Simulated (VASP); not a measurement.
Energy against volume of CsPbCl3 (cubic perovskite). All values below come from PBE GGA, VASP's PBE PAW potentials (set 64) (plane waves; VASP). Settings: 520 eV cut-off, 4×4×4 Γ-centred mesh, Gaussian smearing of 0.050 eV, potentials Cs_sv Pb_d Cl.

| V (Å³/atom) | E (eV/atom) |
|---|---|
| 36.522 | -3.50655 |
| 37.651 | -3.50984 |
| 38.781 | -3.50838 |
| 39.910 | -3.50291 |

### Question
Fit these four points and predict the energy of the run at 35.392 Å³/atom.

### Answer
A cubic in V^(−2/3), the third-order Birch-Murnaghan form, passes through the four points with V0 = 37.84 Å³/atom and B0 = 22 GPa, and gives -3.4976 eV/atom there. The run gave -3.4976 eV/atom, -0.0 meV/atom from the fit; all five points give B0 = 22 GPa.

The compound is CsPbCl3 in the cubic perovskite structure, the ideal cubic form; the compound distorts at low or room temperature. It was relaxed first, which changed the volume by +7 %.
